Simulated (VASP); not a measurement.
# Be2ZnO3 in VASP: further runs, part 2 of 2

VASP 6.6.1. Earlier steps stand in the parts before.

## Step 3: Relaxation of cell and atoms, PBE

This run uses another cell than the first one, of 8.90 Å³/atom, 0.825 times its volume.

Input file INCAR:

```
PREC = Normal
ENCUT = 520
EDIFF = 1E-4
ISMEAR = 0
SIGMA = 0.15
LREAL = False
LASPH = True
NELM = 60
ALGO = Fast
ISIF = 3
LWAVE = False
LCHARG = False
GGA = PE
IBRION = 2
NSW = 24
EDIFFG = -0.08
```

Input file KPOINTS:

```
regular mesh
0
Gamma
  5 5 2
```

Input file POSCAR:

```
Be2ZnO3
1.0
    2.9300000000      0.0000000000      0.0000000000
   -1.4650000000      2.5374544300      0.0000000000
    0.0000000000      0.0000000000      7.1800000000
Be Zn O
2 1 3
Direct
    0.3333333300      0.6666666700      0.3600000000
    0.6666666700      0.3333333300      0.6700000000
    0.0000000000      0.0000000000      0.0000000000
    0.3333333300      0.6666666700      0.5900000000
    0.6666666700      0.3333333300      0.9000000000
    0.0000000000      0.0000000000      0.2700000000
```

Potentials or basis: VASP PAW PBE potentials, release 64 (Be, Zn, O).

On the command line:

```sh
$ cat potpaw_PBE.64/Be/POTCAR potpaw_PBE.64/Zn/POTCAR potpaw_PBE.64/O/POTCAR > POTCAR
$ mpirun -np 1 vasp_std > vasp.out
```

OUTCAR:

```text
PREC = Normal
   ENCUT = 520
   EDIFF = 1E-4
   ISMEAR = 0
   LREAL = False
   LASPH = True
   NELM = 60
   ISIF = 3
   GGA = PE
   IBRION = 2
   NSW = 24
   EDIFFG = -0.08

 ion  position               nearest neighbor table
   1  0.333  0.667  0.360-   4 1.65   6 1.81   6 1.81   6 1.81
   2  0.667  0.333  0.670-   5 1.65   4 1.79   4 1.79   4 1.79
   3  0.000  0.000  0.000-   5 1.84   5 1.84   5 1.84   6 1.94
   4  0.333  0.667  0.590-   1 1.65   2 1.79   2 1.79   2 1.79
   5  0.667  0.333  0.900-   2 1.65   3 1.84   3 1.84   3 1.84
   6  0.000  0.000  0.270-   1 1.81   1 1.81   1 1.81   3 1.94

  LATTYP: Found a hexagonal cell.
 ALAT       =     2.9300000000
 C/A-ratio  =     2.4505119454

  Lattice vectors:

 A1 = (   2.9300000000,   0.0000000000,   0.0000000000)
 A2 = (  -1.4650000000,   2.5374544300,   0.0000000000)
 A3 = (   0.0000000000,   0.0000000000,   7.1800000000)

Analysis of symmetry for initial positions (statically):
=====================================================================
 Subroutine PRICEL returns:
 Original cell was already a primitive cell.

 Routine SETGRP: Setting up the symmetry group for a
 hexagonal supercell.

 Subroutine GETGRP returns: Found  6 space group operations
 (whereof  6 operations were pure point group operations)
 out of a pool of 24 trial point group operations.

The static configuration has the point symmetry C_3v.

Analysis of symmetry for dynamics (positions and initial velocities):
=====================================================================
 Subroutine PRICEL returns:
 Original cell was already a primitive cell.

 Routine SETGRP: Setting up the symmetry group for a
 hexagonal supercell.

 Subroutine GETGRP returns: Found  6 space group operations
 (whereof  6 operations were pure point group operations)
 out of a pool of 24 trial point group operations.

The dynamic configuration has the point symmetry C_3v.

 Subroutine INISYM returns: Found  6 space group operations
[... 100 lines left out ...]
   PSTRESS=    0.0 pullay stress
   NELECT =      34.0000    total number of electrons
   NUPDOWN=      -1.0000    fix difference up-down
   EMIN   =  10.00;   EMAX   =-10.00  energy-range for DOS
   EFERMI =   0.00;   METHOD = LEGACY
   ISMEAR =     0;   SIGMA  =   0.15  broadening in eV -4-tet -1-fermi 0-gaus
   EFERMI_NEDOS =   21; number of points for ismear=-14 and -15
   IALGO  =     68    algorithm
   IMIX   =      4    mixing-type and parameters
     AMIX     =   0.40;   BMIX     =  1.00
     AMIX_MAG =   1.60;   BMIX_MAG =  1.00
  volume/ion in A,a.u.               =       8.90        60.04
  Fermi-wavevector in a.u.,A,eV,Ry     =   1.408546  2.661766 26.993983  1.984002
  Thomas-Fermi vector in A             =   2.530693
   LORBIT       =      0    0 simple, 1 ext, 2 COOP (PROOUT), +10 PAW based schemes
   GGA     = PE    functional components
   LHFCALC =     F    Hartree Fock is set to
   AEXX    =    0.0000 exact exchange contribution
   IVDW    =     0    specifies the selected vdW correction
   LEPSILON=     F    determine dielectric tensor
   LRPA    =     F    only Hartree local field effects (RPA)
 conjugate gradient relaxation of ions
 non-spin polarized calculation
 RMM-DIIS sequential band-by-band and
 Gauss-broadening in eV      SIGMA  =   0.15
  energy-cutoff  :      520.00
  volume of cell :       53.38
 maximum number of plane-waves:      1515
   NGX = 11   NGY = 11   NGZ = 27

--------------------------------------- Ionic step        1  -------------------------------------------

 number of electron      33.9999968 magnetization

 Free energy of the ion-electron system (eV)
  ---------------------------------------------------
  ext. energy  EPLUGINS =         0.00000000
  ---------------------------------------------------
  free energy    TOTEN  =       -36.00941403 eV

  energy without entropy =      -36.00941403  energy(sigma->0) =      -36.00941403

------------------------ aborting loop because EDIFF is reached ----------------------------------------

  FORCE on cell =-STRESS in cart. coord.  units (eV):
  Direction    XX          YY          ZZ          XY          YZ          ZX
  --------------------------------------------------------------------------------------
  -------------------------------------------------------------------------------------
  Total        1.0418464      1.0418464     -0.0354927     -0.0000000      0.0000000     -0.0000000
  in kB       31.2697187     31.2697186     -1.0652676     -0.0000000      0.0000000     -0.0000000
  external PRESSURE =      20.4913899 kB  Pullay stress =       0.0000000 kB
[... 267 lines left out ...]
--------------------------------------- Ionic step        8  -------------------------------------------

 number of electron      34.0000091 magnetization

 Free energy of the ion-electron system (eV)
  ---------------------------------------------------
  ext. energy  EPLUGINS =         0.00000000
  ---------------------------------------------------
  free energy    TOTEN  =       -36.46143244 eV

  energy without entropy =      -36.46143244  energy(sigma->0) =      -36.46143244

 E-fermi :   3.8077     XC(G=0): -11.1165

 val. band max:        3.1616159334   @ k =   0.0000   0.0000   0.0000
 cond. band min:       5.5573640169   @ k =   0.0000   0.0000   0.0000
 fundamental gap:      2.3957480834
 Fermi energy:         3.8076880719

 k-point     1 :       0.0000    0.0000    0.0000
  band No.  band energies     occupation
      1     -15.8682      2.00000
      2     -15.1425      2.00000
      3     -14.6554      2.00000
      4      -3.8040      2.00000
      5      -2.6498      2.00000
      6      -2.6331      2.00000
[... 262 lines left out ...]
  FREE ENERGIE OF THE ION-ELECTRON SYSTEM (eV)
  ---------------------------------------------------
  free  energy   TOTEN  =       -36.4614324384 eV

  energy  without entropy=      -36.4614324384  energy(sigma->0) =      -36.46143244

 reached required accuracy - stopping structural energy minimisation
```

Wall time 25 s (1 thread of Intel Xeon Platinum 8488C (Sapphire Rapids), shared host); peak memory 0.14 GiB.

Results:

* Free energy: -36.4614 eV
* Relaxed volume: 8.67 Å³/atom
* Relaxed cell: a = 2.875 Å, b = 2.875 Å, c = 7.265 Å, α = 90.00°, β = 90.00°, γ = 120.00°
* Space group after relaxing (to 0.05 Å): P3m1 (No. 156)
* Energy gained by relaxing: 75.3 meV/atom
* Ionic steps: 8
* Pressure after relaxing: -0.4 GPa
* Largest force after relaxing: 0.058 eV/Å
* Band gap on the k mesh: 2.40 eV, direct

Forces in eV/Å, atoms in the order of the input:
```
Be   0.000  0.000 -0.018
Be   0.000  0.000 -0.043
Zn   0.000  0.000 -0.055
O    0.000  0.000  0.006
O    0.000  0.000  0.058
O    0.000  0.000  0.051
```

The path:
```csv
step,energy change (eV),largest force (eV/Å),pressure (GPa),volume (Å³)
1,0.0000,3.0605,2.05,53.38
2,-0.2436,1.8849,-5.33,54.26
3,-0.3110,1.0483,-3.70,53.99
4,-0.4299,0.4014,-1.31,52.65
5,-0.4443,0.3414,-0.05,52.04
6,-0.4506,0.1535,0.23,52.01
7,-0.4506,0.1547,0.03,52.01
8,-0.4520,0.0581,-0.38,52.02
```

Final structure:
```
Be Zn O
1.0
     2.87528    0.00000    0.00000
    -1.43764    2.49007    0.00000
     0.00000    0.00000    7.26540
Be Zn O
2 1 3
Direct
  0.33333 0.66667 0.36155
  0.66667 0.33333 0.66096
  0.00000 0.00000 0.01581
  0.33333 0.66667 0.58426
  0.66667 0.33333 0.88053
  0.00000 0.00000 0.28689
```

Caveat: the k mesh is coarse (spacing up to 0.50 Å⁻¹), so the values aren't converged; the relaxation stopped at a loose force limit of 0.08 eV/Å, so its end isn't a converged minimum. PBE gaps usually lie below the measured ones, often by a third to a half.

## Step 4: Relaxation of cell and atoms, PBE

This run uses another cell than the first one, of 9.77 Å³/atom, 0.906 times its volume.

INCAR is that of step 3.

KPOINTS is that of step 3.

Input file POSCAR:

```
Be2ZnO3
1.0
    3.0101318800      0.0000000000      0.0000000000
   -1.5050659400      2.6068506800      0.0000000000
    0.0000000000      0.0000000000      7.4693190700
Be Zn O
2 1 3
Direct
    0.3333333300      0.6666666700      0.8271350300
    0.6666666700      0.3333333300      0.1728649700
    0.0000000000      0.0000000000      0.5000000000
    0.3333333300      0.6666666700      0.3480919900
    0.6666666700      0.3333333300      0.6519080100
    0.0000000000      0.0000000000      0.0000000000
```

On the command line:

```sh
$ cat potpaw_PBE.64/Be/POTCAR potpaw_PBE.64/Zn/POTCAR potpaw_PBE.64/O/POTCAR > POTCAR
$ mpirun -np 1 vasp_std > vasp.out
```

Wall time 50 s (1 thread of Intel Xeon Platinum 8488C (Sapphire Rapids), shared host); peak memory 0.15 GiB.

The run converged. Its results:

```yaml
Free_energy: -34.3998 eV
Relaxed_volume: 7.42 Å³/atom
Relaxed_cell: a = 2.728 Å, b = 2.728 Å, c = 6.908 Å, α = 90.00°, β = 90.00°, γ = 120.00°
Space_group_after_relaxing_to_0.05_Å: P-3m1 (No. 164)
Energy_gained_by_relaxing: 494.8 meV/atom
Ionic_steps: 8
Pressure_after_relaxing: -0.1 GPa
Largest_force_after_relaxing: 0.052 eV/Å
Band_gap_on_the_k_mesh: 3.49 eV, indirect (least direct gap 3.74 eV)
```

Forces in eV/Å, atoms in the order of the input:
```
Be   0.000  0.000 -0.022
Be   0.000  0.000  0.022
Zn   0.000  0.000  0.000
O    0.000  0.000 -0.052
O    0.000  0.000  0.052
O    0.000  0.000  0.000
```

Stress tensor (GPa, compression positive):
```
-0.37  0.00  0.00
 0.00 -0.37  0.00
 0.00  0.00  0.33
```

Step by step:
| step | energy change (eV) | largest force (eV/Å) | pressure (GPa) | volume (Å³) |
| --- | --- | --- | --- | --- |
| 1 | 0.0000 | 3.3864 | -24.17 | 58.61 |
| 2 | -2.1856 | 2.8026 | -2.94 | 46.97 |
| 3 | -2.3545 | 2.1335 | 16.73 | 42.75 |
| 4 | -2.7554 | 1.5565 | 8.05 | 42.87 |
| 5 | -2.8030 | 1.1322 | 8.87 | 42.84 |
| 6 | -2.9437 | 0.4764 | -4.06 | 45.39 |
| 7 | -2.9615 | 0.0936 | -1.01 | 44.75 |
| 8 | -2.9685 | 0.0521 | -0.14 | 44.52 |

Final structure:
```
Be Zn O
1.0
     2.72811    0.00000    0.00000
    -1.36405    2.36261    0.00000
     0.00000    0.00000    6.90754
Be Zn O
2 1 3
Direct
  0.33333 0.66667 0.84807
  0.66667 0.33333 0.15193
  0.00000 0.00000 0.50000
  0.33333 0.66667 0.29704
  0.66667 0.33333 0.70296
  0.00000 0.00000 0.00000
```

Levels at points of the mesh, in eV from the valence-band top:
| k point | band 13 | band 14 | band 15 | band 16 | band 17 | band 18 | band 19 | band 20 | band 21 |
| --- | --- | --- | --- | --- | --- | --- | --- | --- | --- |
| (0.00, 0.00, 0.00) | -0.67 | -0.56 | -0.56 | -0.25 | -0.25 | 3.49 | 7.17 | 7.59 | 10.92 |
| (0.00, 0.00, 0.50) | -0.75 | -0.73 | -0.73 | -0.19 | -0.19 | 4.30 | 6.98 | 7.31 | 11.29 |

Caveat: the k mesh is coarse (spacing up to 0.48 Å⁻¹), so the values aren't converged; the volume moved by over 15 % at a fixed basis, so the end points are rough; an odd mesh through Γ misses points on the zone boundary, where band edges often lie; the relaxation stopped at a loose force limit of 0.08 eV/Å, so its end isn't a converged minimum. A hybrid or GW would open this gap; PBE tends to underestimate it.
